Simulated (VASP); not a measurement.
A run of VASP 6.6.1 is set up as follows.

The input INCAR:

```
PREC = Accurate
ENCUT = 520
EDIFF = 1E-6
ISMEAR = -1
SIGMA = 0.05
LREAL = Auto
LASPH = True
NELM = 60
ALGO = Fast
ISIF = 2
LWAVE = False
LCHARG = False
NBANDS = 74
NELECT = 112.0
```

File KPOINTS:

```
regular mesh
0
Gamma
  2 2 2
```

Contents of POSCAR:

```
Ca2P2H9O12
1.0
    3.1634870000     -7.5642000000      0.0000000000
    3.1634870000      7.5642000000      0.0000000000
   -2.7938520000      0.0000000000      5.0845800000
Ca H P O
2 9 2 12
Direct
    0.9720933420      0.6073356677      0.7618525031
    0.4960180277      0.8477273955      0.1757863973
    0.7049314122      0.3316335090      0.1238647047
    0.4020841580      0.7570456873      0.6234733252
    0.0338430645      1.0771126767      0.1090945565
    1.0497632422      0.0980829588      0.6143476944
    0.0051879697      0.8965314033      0.2127806033
    0.8166805615     -0.0452347765      0.6454023735
    0.5608338845      0.4663493389      0.3165453194
    0.4304824333      0.2551829965      0.3923234564
    0.4604817131      0.5066729825      0.8843994981
    0.4024866091      0.0542805860      0.7210035047
    0.0529317459      0.4065712584      0.2767976903
    0.5791211501      0.3163438571      0.9854107911
    0.3466146884      0.6016846231      0.4996086206
    0.5404501463      0.1080580890      0.5559161229
    0.0797319911      0.5447249844      0.1212882873
    0.1362875121      0.9119412495      0.5969027924
    0.9243638266      0.1530991853      0.1180235142
    0.3862178015      0.8865879662      0.8419574478
    0.8904355840      0.3872627435      0.3873082929
    0.0971250139      0.9968368142      0.1297255624
    0.9178307272      0.0775171448      0.5961554347
    0.5967515635      0.4287761001      0.4467822318
    0.4899099504      0.6031274750      1.0649847185
```

Potentials or basis: VASP PAW LDA potentials, release 64 (Ca_sv, H, P, O).

Run with:

```sh
$ cat potpaw_LDA.64/Ca_sv/POTCAR potpaw_LDA.64/H/POTCAR potpaw_LDA.64/P/POTCAR potpaw_LDA.64/O/POTCAR > POTCAR
$ mpirun -np 1 vasp_std > vasp.out
```

(1) Predict the band gap on the k mesh.

(2) Estimate the largest force.

## Answers

(1) 3.88 eV, indirect (least direct gap 3.91 eV).

(2) 5.315 eV/Å.

Caveat: the k mesh is coarse (spacing up to 0.62 Å⁻¹), so the values aren't converged; the cell carries a net charge on a neutralising background, which shifts energy and pressure; the cell is charged against a uniform background, so pressure and absolute levels hang on convention.
